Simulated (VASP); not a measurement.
These are HSE06 screened hybrid, VASP's PBE PAW potentials (set 64) (plane waves; VASP) values and carry that method's errors.

The input files of a VASP run:

### KPOINTS
```
Automatic mesh
0
Gamma
1 1 1
0 0 0
```

INCAR:
```
LWAVE=F
AEXX=0.25
HFSCREEN=0.2
LCHARG=F
ISMEAR=0
NELMIN=4
NELM=50
SYSTEM=C63S
ENCUT=400
PRECFOCK=Fast
LREAL=Auto   ! projection in real space or not
GGA=PE
EDIFF=1E-5   ! SCF stop (eV)
PREC=Normal
ALGO=Normal
LASPH=T
LHFCALC=T
ISYM=0
ISIF=0
SIGMA=0.05   ! width (eV)
```

File POSCAR:
```
C63S
1
    7.1465551590     0.0000000000     0.0000000000
    0.0000000000     7.1465551590     0.0000000000
    0.0000000000     0.0000000000     7.1465551590
C S
63 1
Direct
  0.5004585388   0.0000772640   0.0000974173
  0.6246894665   0.1232927682   0.1233181151
  0.7504726424   0.2496295674   0.9995781169
  0.8767968087   0.3754097565   0.1233161100
  0.7504797437   0.9995809583   0.2496326529
  0.8767981531   0.1233226532   0.3753999223
  0.0001117261   0.9999810108   0.9999708314
  0.1256731143   0.1251668433   0.1251808644
  0.2497166786   0.2501953614   0.0007684640
  0.3760518408   0.3755304465   0.1245392853
  0.5001699405   0.4999204255   0.0010925377
  0.6245554286   0.6240529708   0.1245369173
  0.7498947681   0.7503730502   0.0007438087
  0.8749303757   0.8744426693   0.1251499347
  0.2497317507   0.0007538589   0.2502312096
  0.3760489150   0.1245481879   0.3755731592
  0.5037534701   0.2470960164   0.2471263549
  0.6437436899   0.3562962009   0.3562846937
  0.7529495028   0.4963201804   0.2471173884
  0.8755177516   0.6240257000   0.3755525839
  0.5001630661   0.0010602192   0.4998991298
  0.6245164419   0.1245265910   0.6240183353
  0.7529507543   0.2471086941   0.4963021222
  0.8754868270   0.3755801261   0.6240191594
  0.7498593532   0.0007442440   0.7503341830
  0.8749037391   0.1251600802   0.8743940485
  0.0000138442   0.4996225815   0.0000998424
  0.1234386619   0.6246577540   0.1234564500
  0.2497426849   0.7503084166   0.9999533375
  0.3754370789   0.8766422509   0.1234241011
  0.0005497383   0.2496506951   0.2496572520
  0.1245842849   0.3751128426   0.3751528984
  0.2471159956   0.4997596811   0.2453734551
  0.3616065722   0.6385087619   0.3614568452
  0.5003530147   0.7530052585   0.2453529177
  0.6249961042   0.8755350628   0.3751012562
  0.0000102552   0.0000792908   0.4996086782
  0.1234253547   0.1234122999   0.6246723295
  0.2471172771   0.2453538201   0.4998130159
  0.3615869761   0.3614372607   0.6385582982
  0.6385758723   0.6385292018   0.6385382909
  0.7547052121   0.7529797528   0.4997541594
  0.8766431481   0.8766284051   0.6246559151
  0.2497422060   0.9999015727   0.7503369577
  0.3754229208   0.1234302343   0.8766553722
  0.5003308777   0.2453499482   0.7529866421
  0.6249744710   0.3750985904   0.8755375525
  0.7546809871   0.4997758022   0.7529912439
  0.8766453622   0.6246402201   0.8766392296
  0.9993280095   0.7503718024   0.2502402413
  0.1217248609   0.8783671262   0.3750614416
  0.9989894502   0.4999159157   0.4999094140
  0.1244194942   0.6247027257   0.6247110812
  0.2459179550   0.7541299118   0.4988541695
  0.3753350436   0.8756190384   0.6247248082
  0.9992838466   0.2502140896   0.7503264292
  0.1217018536   0.3750211943   0.8783720225
  0.2459264204   0.4988451051   0.7541612635
  0.3753429217   0.6247054572   0.8756662591
  0.5011723789   0.7541468130   0.7541612837
  0.6250231774   0.8783724663   0.8783695748
  0.0001432501   0.7503028500   0.7503138052
  0.1251055242   0.8749438582   0.8749869480
  0.4833004261   0.5168020981   0.5167568714
```

POTCAR, in this order: C S (PBE.64 set). Program: vasp_gam. Read from the step before: WAVECAR.

What VASP printed:

OUTCAR:
```
 ion  position               nearest neighbor table
   1  0.500  0.000  0.000-  61 1.52   2 1.53  30 1.53  45 1.53
   2  0.625  0.123  0.123-  17 1.52   1 1.53   5 1.55   3 1.55
   3  0.750  0.250  1.000-  26 1.54  47 1.55   4 1.55   2 1.55
   4  0.877  0.375  0.123-  19 1.52  27 1.53   3 1.55  31 1.55
   5  0.750  1.000  0.250-  14 1.54  36 1.55   2 1.55   6 1.55
   6  0.877  0.123  0.375-  23 1.52  37 1.53  31 1.55   5 1.55
   7  0.000  1.000  1.000-  63 1.55  14 1.55   8 1.55  26 1.55
   8  0.126  0.125  0.125-   9 1.54  15 1.54  31 1.54   7 1.55
   9  0.250  0.250  0.001-   8 1.54  57 1.55  10 1.55  45 1.55
  10  0.376  0.376  0.125-  11 1.53  33 1.54   9 1.55  17 1.56
  11  0.500  0.500  0.001-  10 1.53  12 1.53  59 1.55  47 1.55
  12  0.625  0.624  0.125-  11 1.53  35 1.54  13 1.55  19 1.56
  13  0.750  0.750  0.001-  14 1.54  61 1.55  12 1.55  49 1.55
  14  0.875  0.874  0.125-  13 1.54  50 1.54   5 1.54   7 1.55
  15  0.250  0.001  0.250-   8 1.54  51 1.55  16 1.55  30 1.55
  16  0.376  0.125  0.376-  21 1.53  39 1.54  15 1.55  17 1.56
  17  0.504  0.247  0.247-  18 1.49   2 1.52  16 1.56  10 1.56
  18  0.644  0.356  0.356-  17 1.49  19 1.49  23 1.49  64 1.99
  19  0.753  0.496  0.247-  18 1.49   4 1.52  12 1.56  20 1.56
  20  0.876  0.624  0.376-  52 1.53  42 1.54  50 1.55  19 1.56
  21  0.500  0.001  0.500-  16 1.53  22 1.53  55 1.55  36 1.55
  22  0.625  0.125  0.624-  21 1.53  46 1.54  25 1.55  23 1.56
  23  0.753  0.247  0.496-  18 1.49   6 1.52  24 1.56  22 1.56
  24  0.875  0.376  0.624-  52 1.53  48 1.54  56 1.55  23 1.56
  25  0.750  0.001  0.750-  26 1.54  61 1.55  22 1.55  43 1.55
  26  0.875  0.125  0.874-  56 1.54  25 1.54   3 1.54   7 1.55
  27  0.000  0.500  0.000-  57 1.52   4 1.53  28 1.53  49 1.53
  28  0.123  0.625  0.123-  33 1.53  27 1.53  29 1.55  50 1.55
  29  0.250  0.750  1.000-  63 1.54  28 1.55  59 1.55  30 1.55
  30  0.375  0.877  0.123-  35 1.53   1 1.53  29 1.55  15 1.55
  31  0.001  0.250  0.250-   8 1.54  32 1.55   6 1.55   4 1.55
  32  0.125  0.375  0.375-  31 1.55  52 1.55  39 1.56  33 1.56
  33  0.247  0.500  0.245-  28 1.53  34 1.53  10 1.54  32 1.56
  34  0.362  0.639  0.361-  54 1.53  33 1.53  35 1.53  64 1.66
  35  0.500  0.753  0.245-  30 1.53  34 1.53  12 1.54  36 1.56
  36  0.625  0.876  0.375-   5 1.55  21 1.55  42 1.56  35 1.56
  37  0.000  0.000  0.500-  51 1.52   6 1.53  38 1.53  43 1.53
  38  0.123  0.123  0.625-  39 1.53  37 1.53  44 1.55  56 1.55
  39  0.247  0.245  0.500-  38 1.53  40 1.53  16 1.54  32 1.56
...
```

OSZICAR:
```
       N       E                     dE             d eps       ncg     rms          rms(c)
DAV:   1    -0.655751801117E+03   -0.65575E+03   -0.84094E+00   332   0.801E+00    0.410E+00
DAV:   2    -0.655776733090E+03   -0.24932E-01   -0.13666E-01   368   0.906E-01    0.260E+00
DAV:   3    -0.655758758249E+03    0.17975E-01   -0.15746E-02   368   0.339E-01    0.142E+00
DAV:   4    -0.655753859928E+03    0.48983E-02   -0.48904E-03   360   0.184E-01    0.831E-01
DAV:   5    -0.655752484719E+03    0.13752E-02   -0.10113E-03   366   0.862E-02    0.480E-01
DAV:   6    -0.655752082936E+03    0.40178E-03   -0.29006E-04   358   0.473E-02    0.253E-01
DAV:   7    -0.655751968177E+03    0.11476E-03   -0.74450E-05   366   0.243E-02    0.125E-01
DAV:   8    -0.655751934029E+03    0.34147E-04   -0.16155E-05   232   0.124E-02    0.684E-02
DAV:   9    -0.655751924259E+03    0.97704E-05   -0.65580E-06   206   0.857E-03
   1 F= -.65575192E+03 E0= -.65575192E+03  d E =-.224884E-18
```

### OUTCAR
```
------------------------ aborting loop because EDIFF is reached ----------------------------------------
  volume of cell :      365.00
      direct lattice vectors                 reciprocal lattice vectors
     7.146555159  0.000000000  0.000000000     0.139927556  0.000000000  0.000000000
     0.000000000  7.146555159  0.000000000     0.000000000  0.139927556  0.000000000
     0.000000000  0.000000000  7.146555159     0.000000000  0.000000000  0.139927556
 POSITION                                       TOTAL-FORCE (eV/Angst)
 -----------------------------------------------------------------------------------
      3.57655      0.00055      0.00070         0.006195      0.030414      0.024271
      4.46438      0.88112      0.88130        -0.042583     -0.022561     -0.026255
      5.36329      1.78399      7.14354        -0.003267     -0.003054      0.001126
      6.26608      2.68289      0.88129         0.023720      0.041594     -0.023504
      5.36334      7.14356      1.78401        -0.001743      0.001894     -0.003453
      6.26609      0.88133      2.68282         0.023838     -0.027463      0.043683
      0.00080      7.14642      7.14635         0.005436     -0.006212     -0.006451
      0.89813      0.89451      0.89461        -0.011719     -0.001590     -0.001215
      1.78461      1.78803      0.00549         0.022558     -0.009046     -0.003193
      2.68748      2.68375      0.89003         0.003975     -0.025073      0.020412
      3.57449      3.57271      0.00781        -0.020428      0.017028     -0.041353
      4.46342      4.45983      0.89001         0.025262     -0.008338      0.018104
      5.35916      5.36258      0.00532         0.006645     -0.021929      0.002126
      6.25274      6.24925      0.89439         0.000481      0.005919      0.004910
      1.78472      0.00539      1.78829         0.020293      0.000878     -0.014090
      2.68745      0.89009      2.68405         0.004726      0.012100     -0.031404
      3.60010      1.76589      1.76610         0.025108     -0.011237     -0.018380
      4.60055      2.54629      2.54621         0.026685     -0.023169     -0.018299
      5.38100      3.54698      1.76604         0.017912     -0.025543     -0.016228
      6.25694      4.45963      2.68391        -0.015153     -0.002698     -0.029167
      3.57444      0.00758      3.57256        -0.021904     -0.037424      0.026268
      4.46314      0.88994      4.45958         0.031598      0.018216     -0.004708
      5.38100      1.76598      3.54685         0.011977     -0.009175     -0.024078
      6.25671      2.68410      4.45959        -0.011301     -0.036620     -0.005043
      5.35891      0.00532      5.36230         0.009936      0.001570     -0.015174
      6.25255      0.89446      6.24891         0.001391      0.000242      0.014221
      0.00010      3.57058      0.00071        -0.031247     -0.004340      0.026224
      0.88216      4.46415      0.88229        -0.019750      0.002238     -0.002579
      1.78480      5.36212      7.14622         0.022562     -0.016718     -0.002739
      2.68308      6.26497      0.88206        -0.004731      0.020803      0.002488
      0.00393      1.78414      1.78419        -0.005806     -0.004296     -0.004566
      0.89035      2.68076      2.68105        -0.012867     -0.023303     -0.028836
      1.76603      3.57156      1.75357         0.005263      0.045445      0.035823
      2.58424      4.56314      2.58317         0.109206     -0.109433      0.090821
      3.57580      5.38139      1.75343        -0.050605     -0.008465      0.034132
      4.46657      6.25706      2.68068         0.019431      0.008714     -0.023142
      0.00007      0.00057      3.57048        -0.030486      0.028724      0.002072
      0.88207      0.88197      4.46426        -0.019484     -0.000241      0.000063
      1.76604      1.75343      3.57194         0.002907      0.034994      0.043228
      2.58410      2.58303      4.56349         0.119306      0.103930     -0.128564
      4.56362      4.56328      4.56335        -0.095554     -0.117575     -0.123405
      5.39354      5.38121      3.57152        -0.034540     -0.004412      0.053348
      6.26498      6.26487      4.46414         0.004742      0.022141     -0.001506
      1.78480      7.14585      5.36232         0.020283      0.000815     -0.017300
      2.68298      0.88210      6.26507        -0.002285     -0.008640      0.019131
      3.57564      1.75341      5.38126        -0.049106      0.033753     -0.001270
      4.46641      2.68066      6.25708         0.022719     -0.020952      0.010191
      5.39337      3.57168      5.38129        -0.031405      0.043902     -0.005174
      6.26499      4.46403      6.26495         0.005122      0.006906      0.021421
      7.14175      5.36257      1.78836        -0.002530     -0.022096     -0.017336
      0.86991      6.27730      2.68040         0.044933     -0.048649      0.033680
      7.13933      3.57268      3.57263         0.038380      0.020109      0.023487
      0.88917      4.46447      4.46453        -0.023226     -0.007864     -0.006245
      1.75747      5.38943      3.56509        -0.021131      0.025912     -0.089899
      2.68235      6.25766      4.46463         0.010121      0.029983     -0.010331
      7.14144      1.78817      5.36225         0.004976     -0.009739     -0.011734
      0.86975      2.68011      6.27733         0.047136      0.041178     -0.048436
      1.75753      3.56502      5.38966        -0.025328     -0.092271      0.024567
      2.68241      4.46449      6.25800         0.007713     -0.006660      0.024461
      3.58166      5.38955      5.38966         0.097811      0.024822      0.026070
      4.46676      6.27734      6.27732        -0.037580     -0.049453     -0.049583
      0.00102      5.36208      5.36216         0.004991     -0.016476     -0.014873
      0.89407      6.25283      6.25314        -0.011569      0.013077      0.007349
      3.45393      3.69335      3.69303        -0.218010      0.205416      0.235838
 -----------------------------------------------------------------------------------
    total drift:                               -0.000803     -0.002685     -0.005431
  FREE ENERGIE OF THE ION-ELECTRON SYSTEM (eV)
  ---------------------------------------------------
  free  energy   TOTEN  =      -655.7519242587 eV

  energy  without entropy=     -655.7519242587  energy(sigma->0) =     -655.75192426

  exchange ACFDT corr.  =         0.00000000  see jH, gK, PRB 81, 115126
```
(Selected blocks of OUTCAR.)

The supercell is sampled at Γ alone, which is coarse: total energies, pressure and levels can be off, energies of defects by several tenths of an eV.

The cell is a supercell with a defect, built from C (diamond): S_C. The cell's shape comes from a PBE relaxation. The run is not spin-polarised, so no state with unpaired spins was tried.
